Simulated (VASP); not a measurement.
Consider the following.

```
Cs
1.0
   -3.12771     3.12771     3.12771
    3.12771    -3.12771     3.12771
    3.12771     3.12771    -3.12771
Cs
1
Direct
  0.00000   0.00000   0.00000
```

These are r2SCAN meta-GGA, VASP's PBE PAW potentials (set 64) (plane waves; VASP 6.6.1) values and carry that method's errors. Numerical set-up: 400 eV cut-off, 8×8×8 Γ-centred mesh, first-order Methfessel-Paxton smearing of 0.10 eV, potentials Cs_sv.

Unless said otherwise, spin-orbit coupling is left out, though it shifts the bands of the heavy elements here.

**Question.** Predict the energy per atom (σ→0), band gap (on the k-mesh) with the smallest direct gap where there is one.

**Answer.** 
* **band gap (on the k-mesh)**: none (metal, semimetal or under 0.01 eV)
* **energy per atom (σ→0)**: -25.009 eV/atom

The absolute energy has meaning only against runs of the same code, potentials and settings.

The compound is Cs in the bcc structure. It was relaxed first, which changed the volume by +8 %. The start is the result of an earlier pass.
